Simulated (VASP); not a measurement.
Method: PBE GGA with D3 dispersion (zero damping), VASP's PBE PAW potentials (set 64) (plane waves; VASP 6.6.1). For the first row: Run with 520 eV cut-off, 13×13×13 Γ-centred mesh, first-order Methfessel-Paxton smearing of 0.10 eV, potentials Si Mo_sv.

```tsv
system	energy (eV/atom)
MoSi2 (MoSi2 type)	-8.1126
Si (diamond)	-5.5691
Mo (bcc)	-11.4718
```

The references are the elements' solids at the same level; no temperature or zero-point terms are added.

Q: What is the formation energy per atom of MoSi$_{2}$?

A: The references average (2×(-5.5691) + 1×(-11.4718))/3 = -7.5367 eV, so the formation energy is -8.1126 − (-7.5367) = -0.576 eV/atom.
